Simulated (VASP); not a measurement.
Method: revPBE GGA, VASP's PBE PAW potentials (set 64) (plane waves; VASP).

VASP ran on this input.

POSCAR:
```
Sn
1
   -3.0017450225     3.0017450225     1.6101594839
    3.0017450225    -3.0017450225     1.6101594839
    3.0017450225     3.0017450225    -1.6101594839
Sn
2
Direct
  0.2500000000   0.7500000000   0.5000000000
  1.0000000000   0.0000000000   1.0000000000
```

KPOINTS:
```
Automatic mesh
0
Gamma
14 14 14
0 0 0
```

### INCAR
```
ALGO  =  Normal
EDIFF  =  1E-7
ENCUT  =  520
GGA  =  RE
ISIF  =  2
ISMEAR  =  -5
LASPH  =  .True.
LCHARG  =  .True.
LMAXMIX  =  4
LORBIT  =  11
LREAL  =  .False.
LWAVE  =  .False.
NEDOS  =  601
NELM  =  100
PREC  =  Accurate
SYSTEM  =  Sn
```

POTCAR, in this order: Sn_d (PBE.64 set). Program: vasp_std.

The run wrote:

### OSZICAR
```
       N       E                     dE             d eps       ncg     rms          rms(c)
DAV:   1     0.201080547801E+03    0.20108E+03   -0.15114E+04  8800   0.237E+03
DAV:   2     0.109231379327E+02   -0.19016E+03   -0.18816E+03  8790   0.444E+02
DAV:   3    -0.644802313969E+01   -0.17371E+02   -0.17208E+02 10094   0.139E+02
DAV:   4    -0.697769511076E+01   -0.52967E+00   -0.52769E+00 10008   0.263E+01
DAV:   5    -0.699791156106E+01   -0.20216E-01   -0.20208E-01 11864   0.475E+00    0.215E+00
DAV:   6    -0.699146119420E+01    0.64504E-02   -0.29646E-02 11270   0.258E+00    0.122E+00
DAV:   7    -0.699219802711E+01   -0.73683E-03   -0.20571E-02 11276   0.210E+00    0.155E-01
DAV:   8    -0.699233022546E+01   -0.13220E-03   -0.18560E-03 10072   0.622E-01    0.382E-02
DAV:   9    -0.699233227493E+01   -0.20495E-05   -0.60032E-05 11392   0.794E-02    0.140E-02
DAV:  10    -0.699232524208E+01    0.70329E-05   -0.10232E-05 10860   0.468E-02    0.156E-03
DAV:  11    -0.699232626421E+01   -0.10221E-05   -0.34152E-07  8034   0.842E-03    0.103E-03
DAV:  12    -0.699232598561E+01    0.27860E-06   -0.92088E-08  5026   0.398E-03    0.341E-04
DAV:  13    -0.699232603391E+01   -0.48291E-07   -0.17985E-08  4630   0.203E-03
   1 F= -.69923260E+01 E0= -.69923260E+01  d E =0.000000E+00
```

**OUTCAR**
```
------------------------ aborting loop because EDIFF is reached ----------------------------------------
  FORCE on cell =-STRESS in cart. coord.  units (eV):
  Direction    XX          YY          ZZ          XY          YZ          ZX
  --------------------------------------------------------------------------------------
  Total       -0.0954413     -0.0954413      0.1024599      0.0000000      0.0000000      0.0000000
  in kB       -2.6349378     -2.6349378      2.8287078      0.0000000      0.0000000      0.0000000
  external PRESSURE =      -0.8137226 kB  Pullay stress =       0.0000000 kB
  volume of cell :       58.03
      direct lattice vectors                 reciprocal lattice vectors
    -3.001745023  3.001745023  1.610159484     0.000000000  0.166569777  0.310528246
     3.001745023 -3.001745023  1.610159484     0.166569777  0.000000000  0.310528246
     3.001745023  3.001745023 -1.610159484     0.166569777  0.166569777  0.000000000
 POSITION                                       TOTAL-FORCE (eV/Angst)
 -----------------------------------------------------------------------------------
      3.00175     -0.00000      0.80508         0.000000      0.000000     -0.000000
      0.00000      0.00000      0.00000        -0.000000     -0.000000      0.000000
 -----------------------------------------------------------------------------------
    total drift:                               -0.000000     -0.000000      0.000000
  FREE ENERGIE OF THE ION-ELECTRON SYSTEM (eV)
  ---------------------------------------------------
  free  energy   TOTEN  =        -6.9923260339 eV

  energy  without entropy=       -6.9923260339  energy(sigma->0) =       -6.99232603

 total charge

# of ion       s       p       d       tot
------------------------------------------
    1        1.244   0.962   9.965  12.171
    2        1.244   0.962   9.965  12.171
--------------------------------------------------
tot          2.489   1.923  19.930  24.342
```
(Selected blocks of OUTCAR.)

For a metal the tetrahedron method with Blöchl corrections gives inexact stress and forces.

The compound is Sn in the beta structure. It was relaxed first, which changed the volume by +7 %.
